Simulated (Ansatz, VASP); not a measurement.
# Cross-check of Al35Ga13N48 (Ga_Al2) between VASP and Ansatz, part 2 of 2

One calculation is typed for both programs; each brings its own data sets. How far apart do they land? Of the first pair: The cell is taken from a series of runs on this material, whose earlier steps may have relaxed, scaled, displaced or heated it; both programs get it as it stands.

VASP 6.6.1 and Ansatz 0.2.0.

So far. Step 2 (VASP: single point, PBEsol, pair 1): The run ends at a pressure of 0.28 GPa, with forces up to 0.12 eV/Å.

### Step 5. Ansatz: relaxation, PBEsol

Level of this step: Ansatz beside VASP: Kohn-Sham DFT, plane waves, PBEsol (Ansatz).

The two programs are compared at the cell with which this relaxation starts, whose forces are those of its first step.

The structure compared here is the start of the Ansatz relaxation; VASP solves that cell, so the two are compared at the walk's first step.

File input.yaml:

```yaml
crystal:
  lattice:
    - [10.08692036, 0.0, 0.00025278]
    - [0.0, 9.39015678, 0.0]
    - [-0.00644816, 0.0, 10.83601904]
  atoms:
    - { symbol: Al, position: [0.25011429, 0.16666667, 0.08366547] }
    - { symbol: Al, position: [0.00045975, 0.16666667, 0.41740262] }
    - { symbol: Al, position: [0.00054363, 0.0, 0.16584607] }
    - { symbol: Ga, position: [0.24970976, 0.0, 0.33310101] }
    - { symbol: "N", position: [0.05558729, 0.0, 0.33316331] }
    - { symbol: "N", position: [0.06122767, 0.16666667, 0.08357752] }
    - { symbol: "N", position: [0.31256195, 0.16666667, 0.42009678] }
    - { symbol: "N", position: [0.31159516, 0.0, 0.16314772] }
    - { symbol: Al, position: [0.25011429, 0.16666667, 0.58366547] }
    - { symbol: Al, position: [0.00045975, 0.16666667, 0.91740262] }
    - { symbol: Al, position: [0.00054363, 0.0, 0.66584607] }
    - { symbol: Ga, position: [0.24970976, 0.0, 0.83310101] }
    - { symbol: "N", position: [0.05558729, 0.0, 0.83316331] }
    - { symbol: "N", position: [0.06122767, 0.16666667, 0.58357752] }
    - { symbol: "N", position: [0.31256195, 0.16666667, 0.92009678] }
    - { symbol: "N", position: [0.31159516, 0.0, 0.66314772] }
    - { symbol: Al, position: [0.25011429, 0.5, 0.08366547] }
    - { symbol: Al, position: [0.00045975, 0.5, 0.41740262] }
    - { symbol: Al, position: [0.00054363, 0.33333333, 0.16584607] }
    - { symbol: Ga, position: [0.24970976, 0.33333333, 0.33310101] }
    - { symbol: "N", position: [0.05558729, 0.33333333, 0.33316331] }
    - { symbol: "N", position: [0.06122767, 0.5, 0.08357752] }
    - { symbol: "N", position: [0.31256195, 0.5, 0.42009678] }
    - { symbol: "N", position: [0.31159516, 0.33333333, 0.16314772] }
    - { symbol: Al, position: [0.25011429, 0.5, 0.58366547] }
    - { symbol: Al, position: [0.00045975, 0.5, 0.91740262] }
    - { symbol: Al, position: [0.00054363, 0.33333333, 0.66584607] }
    - { symbol: Ga, position: [0.24970976, 0.33333333, 0.83310101] }
    - { symbol: "N", position: [0.05558729, 0.33333333, 0.83316331] }
    - { symbol: "N", position: [0.06122767, 0.5, 0.58357752] }
    - { symbol: "N", position: [0.31256195, 0.5, 0.92009678] }
    - { symbol: "N", position: [0.31159516, 0.33333333, 0.66314772] }
    - { symbol: Al, position: [0.25011429, 0.83333333, 0.08366547] }
    - { symbol: Al, position: [0.00045975, 0.83333333, 0.41740262] }
    - { symbol: Al, position: [0.00054363, 0.66666667, 0.16584607] }
    - { symbol: Ga, position: [0.24970976, 0.66666667, 0.33310101] }
    - { symbol: "N", position: [0.05558729, 0.66666667, 0.33316331] }
    - { symbol: "N", position: [0.06122767, 0.83333333, 0.08357752] }
    - { symbol: "N", position: [0.31256195, 0.83333333, 0.42009678] }
    - { symbol: "N", position: [0.31159516, 0.66666667, 0.16314772] }
    - { symbol: Al, position: [0.25011429, 0.83333333, 0.58366547] }
    - { symbol: Al, position: [0.00045975, 0.83333333, 0.91740262] }
    - { symbol: Al, position: [0.00054363, 0.66666667, 0.66584607] }
    - { symbol: Ga, position: [0.24970976, 0.66666667, 0.83310101] }
    - { symbol: "N", position: [0.05558729, 0.66666667, 0.83316331] }
    - { symbol: "N", position: [0.06122767, 0.83333333, 0.58357752] }
    - { symbol: "N", position: [0.31256195, 0.83333333, 0.92009678] }
    - { symbol: "N", position: [0.31159516, 0.66666667, 0.66314772] }
    - { symbol: Al, position: [0.75011429, 0.16666667, 0.08366547] }
    - { symbol: Al, position: [0.50045975, 0.16666667, 0.41740262] }
    - { symbol: Al, position: [0.50054363, 0.0, 0.16584607] }
    - { symbol: Ga, position: [0.74970976, 0.0, 0.33310101] }
    - { symbol: "N", position: [0.55558729, 0.0, 0.33316331] }
    - { symbol: "N", position: [0.56122767, 0.16666667, 0.08357752] }
    - { symbol: "N", position: [0.81256195, 0.16666667, 0.42009678] }
    - { symbol: "N", position: [0.81159516, 0.0, 0.16314772] }
    - { symbol: Al, position: [0.75011429, 0.16666667, 0.58366547] }
    - { symbol: Al, position: [0.50045975, 0.16666667, 0.91740262] }
    - { symbol: Al, position: [0.50054363, 0.0, 0.66584607] }
    - { symbol: Ga, position: [0.74970976, 0.0, 0.83310101] }
    - { symbol: "N", position: [0.55558729, 0.0, 0.83316331] }
    - { symbol: "N", position: [0.56122767, 0.16666667, 0.58357752] }
    - { symbol: "N", position: [0.81256195, 0.16666667, 0.92009678] }
    - { symbol: "N", position: [0.81159516, 0.0, 0.66314772] }
    - { symbol: Al, position: [0.75011429, 0.5, 0.08366547] }
    - { symbol: Al, position: [0.50045975, 0.5, 0.41740262] }
    - { symbol: Al, position: [0.50054363, 0.33333333, 0.16584607] }
    - { symbol: Ga, position: [0.74970976, 0.33333333, 0.33310101] }
    - { symbol: "N", position: [0.55558729, 0.33333333, 0.33316331] }
    - { symbol: "N", position: [0.56122767, 0.5, 0.08357752] }
    - { symbol: "N", position: [0.81256195, 0.5, 0.42009678] }
    - { symbol: "N", position: [0.81159516, 0.33333333, 0.16314772] }
    - { symbol: Al, position: [0.75011429, 0.5, 0.58366547] }
    - { symbol: Al, position: [0.50045975, 0.5, 0.91740262] }
    - { symbol: Al, position: [0.50054363, 0.33333333, 0.66584607] }
    - { symbol: Ga, position: [0.74970976, 0.33333333, 0.83310101] }
    - { symbol: "N", position: [0.55558729, 0.33333333, 0.83316331] }
    - { symbol: "N", position: [0.56122767, 0.5, 0.58357752] }
    - { symbol: "N", position: [0.81256195, 0.5, 0.92009678] }
    - { symbol: "N", position: [0.81159516, 0.33333333, 0.66314772] }
    - { symbol: Al, position: [0.75011429, 0.83333333, 0.08366547] }
    - { symbol: Al, position: [0.50045975, 0.83333333, 0.41740262] }
    - { symbol: Al, position: [0.50054363, 0.66666667, 0.16584607] }
    - { symbol: Ga, position: [0.74970976, 0.66666667, 0.33310101] }
    - { symbol: "N", position: [0.55558729, 0.66666667, 0.33316331] }
    - { symbol: "N", position: [0.56122767, 0.83333333, 0.08357752] }
    - { symbol: "N", position: [0.81256195, 0.83333333, 0.42009678] }
    - { symbol: "N", position: [0.81159516, 0.66666667, 0.16314772] }
    - { symbol: Al, position: [0.75011429, 0.83333333, 0.58366547] }
    - { symbol: Al, position: [0.50045975, 0.83333333, 0.91740262] }
    - { symbol: Ga, position: [0.50054363, 0.66666667, 0.66584607] }
    - { symbol: Ga, position: [0.74970976, 0.66666667, 0.83310101] }
    - { symbol: "N", position: [0.55558729, 0.66666667, 0.83316331] }
    - { symbol: "N", position: [0.56122767, 0.83333333, 0.58357752] }
    - { symbol: "N", position: [0.81256195, 0.83333333, 0.92009678] }
    - { symbol: "N", position: [0.81159516, 0.66666667, 0.66314772] }
  host:
    repeats: [2, 3, 2]
    atoms:
      - { symbol: Al, position: [0.50022857, 0.5, 0.16733093] }
      - { symbol: Al, position: [0.00091951, 0.5, 0.83480524] }
      # ... 6 more atoms of the perfect host
total_charge: 1
basis:
  ecutwfc: 420
  xc_grid: 2
hamiltonian:
  xc: pbesol
kpoints:
  mp_grid: { grid: [1, 1, 1], shift: [0.25, 0.25, 0.25] }
magnetization:
  spin_polarized: true
  initial_magnetization: 1
  spin_locking: { lock_magnetization: hard }
scf:
  occupations: { method: fixed }
  max_iter: 100
output:
  forces: true
  charged_corrections:
    epsilon: [4.99, 4.79, 4.8]
    static_epsilon: [9.98, 8.63, 8.67]
    defect_position: [0.500544, 0.666667, 0.665846]
relax:
  f_tol: 0.02
  max_steps: 80
  random_displacement: { amplitude: 0.05, seed: 3521 }
checkpoint:
  write: "../qp1_M1.relax.run"
  compress: false
  write_wavefunctions: true
  write_every: 100000
```

Run with:

```bash
$ ansatz run input.yaml --threads 4 --pin off --max-ram 7536MiB --backend cpu --events-out ev --progress --plain --runs-dir out
```

Numbers of over 12 decimals in the logs are rounded to 6 here.

Log:

```text
[...]
Crystal: 96 atoms, lattice volume = 1026.364 Å³
Basis set: ecut = 420 eV, 20007 PW (Γ), exchange–correlation on 144×128×150 points (8 copies of the dense FFT grid, shifted against one another)
Bands: 353, of which v1, the nominal top of the filled ones, is band 257 counted from 1 (256 counted from 0)
Symmetry: 1 space group operations
k-points: 1
[...]
Starting moments: Σ|m| = 1 μB on 96 of 96 sites
[...]
- { symbol: Al, position: [0.500524, 0.667089, 0.166357] }
    - { symbol: Ga, position: [0.749392, 0.667268, 0.333084] }
[...]
- { symbol: Al, position: [0.750845, 0.834399, 0.583724] }
    - { symbol: Al, position: [0.500431, 0.834399, 0.918765] }
    - { symbol: Ga, position: [0.499590, 0.667056, 0.666264] }
    - { symbol: Ga, position: [0.750329, 0.667437, 0.833440] }
    - { symbol: N, position: [0.557040, 0.666974, 0.837355] }
    - { symbol: N, position: [0.562484, 0.837263, 0.582180] }
    - { symbol: N, position: [0.812617, 0.833974, 0.920660] }
    - { symbol: N, position: [0.811399, 0.667099, 0.663664] }
```

### Step 6. VASP: single point, PBEsol, start cell, pair 2

The same cell, functional and mesh now go to VASP, with its own data sets.

File INCAR:

```
SYSTEM = Al35Ga13N48
PREC = Accurate
ENCUT = 520
EDIFF = 1E-06
NELM = 200
ISMEAR = 0
SIGMA = 0.01
LREAL = Auto
ALGO = Normal
GGA = PS
NELECT = 513
NBANDS = 328
ISPIN = 2
MAGMOM = 0 0 0 0 0 0 0 0 0 0 0 0 0 0 0 0 0 0 0 0 0 0 0 0 0 0 0 0 0 0 0 0 0 0 0 0 0 0 0 0 0 0 0 0 0 0 0 0 0.01 0.01 0.02 0.01 0.01 0.01 0.02 0.02 0.01 0.01 0.02 0.01 0.01 0.01 0.03 0.02 0.01 0.01 0.02 0.01 0.01 0.01 0.02 0.02 0.01 0.01 0.02 0.02 0.01 0.01 0.03 0.02 0.01 0.01 0.02 0.02 0.01 0.01 0.03 0.02 0.01 0.01 0.03 0.02 0.02 0.01 0.03 0.02
LORBIT = 11
LWAVE = .FALSE.
LCHARG = .FALSE.
ISIF = 2
ISYM = 0
NUPDOWN = 1
LASPH = .TRUE.
GGA_COMPAT = .FALSE.
NCORE = 2
```

File POSCAR:

```
Al35Ga13N48
1.0
   10.0869203595      0.0000000000      0.0002527838
    0.0000000000      9.3901567821      0.0000000000
   -0.0064481587      0.0000000000     10.8360190400
Al Ga N
35 13 48
Direct
    0.2503768073      0.1705280367      0.0868333385
    0.0005070680      0.1705632863      0.4205470528
[... 7 atom lines left out ...]
    0.2546908898      0.5014847046      0.5824487383
[... 5 atom lines left out ...]
    0.2515050744      0.8365739979      0.5870909233
[... 7 atom lines left out ...]
    0.4979222913      0.0044287865      0.6666240717
[... 1 atom line left out ...]
    0.5036645319      0.5034989415      0.4191926634
[... 1 atom line left out ...]
    0.7492288898      0.5044358800      0.5860807907
    0.4982331057      0.4973016009      0.9140062433
    0.5020279418      0.3332178655      0.6702482774
[... 1 atom line left out ...]
    0.5035751131      0.8374253149      0.4179581715
[... 1 atom line left out ...]
    0.7544823266      0.8313356402      0.5849951219
    0.4988524082      0.8382889852      0.9166202885
[... 1 atom line left out ...]
    0.2541540835      0.9996336589      0.8351219872
[... 1 atom line left out ...]
    0.2452569279      0.3312684838      0.8340519678
    0.2476831326      0.6666117665      0.3373106282
    0.2465743933      0.6695108661      0.8305112456
[... 1 atom line left out ...]
    0.7511239864      0.9991748807      0.8287374814
[... 1 atom line left out ...]
    0.7520372965      0.3306727536      0.8297434569
    0.7492236469      0.6628209884      0.3362599858
    0.5052311948      0.6666349823      0.6643486191
    0.7533844036      0.6683877752      0.8303888654
[... 7 atom lines left out ...]
    0.3130292868      0.0003850841      0.6675528019
[... 2 atom lines left out ...]
    0.3123153996      0.5000785513      0.4247046849
[... 2 atom lines left out ...]
    0.0609640196      0.5037987235      0.5803533167
    0.3087073668      0.5000192339      0.9229957909
    0.3151818841      0.3332380995      0.6599657403
[... 2 atom lines left out ...]
    0.3136982174      0.8291478173      0.4227463689
[... 2 atom lines left out ...]
    0.0593547371      0.8285420766      0.5825703123
    0.3151914433      0.8288779603      0.9207258023
    0.3095929881      0.6715208432      0.6627961536
    0.5574390671      0.9950629152      0.3330369830
[... 3 atom lines left out ...]
    0.5554880448      0.0052384642      0.8339852069
    0.5611229131      0.1704124901      0.5868553879
[... 1 atom line left out ...]
    0.8068472328      0.9987978901      0.6623254366
    0.5570527694      0.3379750811      0.3349670366
    0.5596182235      0.5049979580      0.0830395862
    0.8104196801      0.5035492069      0.4172929304
[... 1 atom line left out ...]
    0.5590313726      0.3295046155      0.8330957755
    0.5640732748      0.4986632395      0.5871752705
    0.8103478016      0.4968188613      0.9231686582
    0.8081302632      0.3355081361      0.6604373517
    0.5568390563      0.6705499329      0.3360981765
[... 1 atom line left out ...]
    0.8136848862      0.8339256928      0.4245622213
[... 1 atom line left out ...]
    0.5580808279      0.6660914344      0.8292080231
    0.5578984563      0.8293953105      0.5837785952
    0.8099068550      0.8311535346      0.9166873214
    0.8085911217      0.6688806317      0.6662750937
```

File KPOINTS:

```
Points of the shifted mesh
1
Reciprocal
 0.2500000000  0.2500000000  0.2500000000 1
```

PAW data sets: Al, Ga_d and N (PBE family, release 64).

Run with:

```bash
$ mpirun -np 8 vasp_std
```

Log:

```text
[banner, memory and clock lines left out]
running    8 mpi-ranks, on    1 nodes
[...]
[... a notice as in an earlier step ...]

 LDA part: xc-table for (Slater+PW92), standard interpolation
 POSCAR, INCAR and KPOINTS ok, starting setup
[...]
entering main loop
       N       E                     dE             d eps       ncg     rms          rms(c)
DAV:   1     0.743221914574E+04    0.74322E+04   -0.18514E+05  1312   0.201E+03
DAV:   2     0.141717867110E+04   -0.60150E+04   -0.56079E+04  1336   0.594E+02
DAV:   3    -0.572590387501E+03   -0.19898E+04   -0.18346E+04  1840   0.250E+02
DAV:   4    -0.808707429825E+03   -0.23612E+03   -0.23222E+03  1792   0.932E+01
DAV:   5    -0.822700948517E+03   -0.13994E+02   -0.13898E+02  2048   0.261E+01BRMIX: very serious problems
 the old and the new charge density differ
 old charge density:   514.00000 new  513.00000
    0.550E+01
DAV:   6    -0.720479769490E+03    0.10222E+03   -0.36177E+02  2376   0.615E+01    0.187E+01
DAV:   7    -0.722185496843E+03   -0.17057E+01   -0.43077E+01  1568   0.136E+01    0.132E+01
DAV:   8    -0.721594082760E+03    0.59141E+00   -0.58477E+00  2096   0.145E+01    0.327E+00
DAV:   9    -0.721399506476E+03    0.19458E+00   -0.10021E+00  2176   0.757E+00    0.137E+00
[...]
DAV:  18    -0.721423408108E+03   -0.42057E-05   -0.54457E-05  1744   0.308E-02    0.115E-02
DAV:  19    -0.721423409575E+03   -0.14672E-05   -0.15102E-05  1424   0.192E-02    0.945E-03
DAV:  20    -0.721423409428E+03    0.14777E-06   -0.43975E-06  1096   0.182E-02
   1 F= -.72142341E+03 E0= -.72142294E+03  d E =-.935602E-03  mag=     1.0000
```

OUTCAR, selected parts (step 6):

```text
  FREE ENERGIE OF THE ION-ELECTRON SYSTEM (eV)
  ---------------------------------------------------
  free  energy   TOTEN  =      -721.4234094277 eV

  energy  without entropy=     -721.4224738257  energy(sigma->0) =     -721.42294163

 magnetization (x)
# of ion       s       p       d       tot
------------------------------------------
    1       -0.000   0.000   0.000  -0.000
    2       -0.000   0.000   0.000  -0.000
    3       -0.000   0.000   0.000  -0.000
    4       -0.000  -0.000   0.000  -0.000
    5       -0.000   0.000   0.000  -0.000
    6       -0.000  -0.000   0.000  -0.000
    7       -0.000  -0.000   0.000  -0.000
    8       -0.000   0.000   0.000  -0.000
    9       -0.000  -0.000   0.000  -0.000
   10       -0.000   0.000   0.000  -0.000
   11       -0.000   0.000   0.000  -0.000
   12       -0.000  -0.000   0.000  -0.000
   13       -0.000   0.000   0.000  -0.000
[...]
--------------------------------------------------
tot         -0.005   0.721   0.040   0.756
```

The cell is charged against a uniform background.

The run ends at a pressure of -0.46 GPa, with forces up to 2.6 eV/Å.

### Step 7. Differences

What differs besides the data sets and the points named for the pairs above, as far as they apply: VASP starts from the moments at which Ansatz ended; fixed occupations in Ansatz, narrow Gaussian smearing in VASP. Total energies have different zeros and are not compared.

Forces on 9 of the 96 atoms, those with the largest forces and the largest differences (eV/Å; atoms numbered as in POSCAR):

```csv
atom,"Ansatz x, y, z","VASP x, y, z"
Al4,"1.390, 0.611, 0.870","1.390, 0.610, 0.874"
Al19,"-0.932, -1.491, -0.738","-0.938, -1.504, -0.743"
N59,"0.735, -0.178, -1.400","0.737, -0.175, -1.425"
N60,"0.513, 1.616, 0.635","0.514, 1.636, 0.644"
N61,"-1.796, 0.303, -0.367","-1.774, 0.311, -0.372"
N83,"0.362, -1.308, 0.782","0.350, -1.286, 0.768"
N84,"1.027, 1.195, 0.497","1.028, 1.210, 0.518"
N93,"0.052, 0.158, 1.776","0.049, 0.161, 1.756"
N94,"1.265, 2.243, -0.501","1.264, 2.224, -0.484"
```

The forces differ by 8.4 meV/Å r.m.s., which is 1.2 % of the r.m.s. force of 0.692 eV/Å (both taken over all components). Moments aren't recorded for both runs of this pair, so they may hold unlike magnetic states. The cell carries a charge of +1 e against a uniform background, so its pressure also hangs on how the neutralising background is counted, and in a defect's cell a gap may be the spacing between its levels.

### Step 8. What came out

```json
{
  "r.m.s. force difference (single point, PBEsol, pair 1)": "4.2 meV/Å",
  "r.m.s. force difference (single point, PBEsol, start cell, pair 2)": "1.2 % of the r.m.s. force"
}
```

The r.m.s. force difference is 1.2 % of the r.m.s. force (single point, PBEsol, start cell, pair 2), within the 3 % picked in this series as the mark of a large difference. 1 further run of this series is not shown here. How closely two codes agree says nothing of how well the functional describes the real material.

[Lines on the potential files, build, host, timing and source positions are cut from VASP's logs without a mark.]

[Logs are printed without paths, hosts, clocks, repeated set-up lines and the standing remarks that a program may print on its own settings, such as how far it seeks lower states.]

[Hosts, paths, dates, database ids (printed as entryN), source tags and the programs' standing remarks are cut or masked in the printed files.]
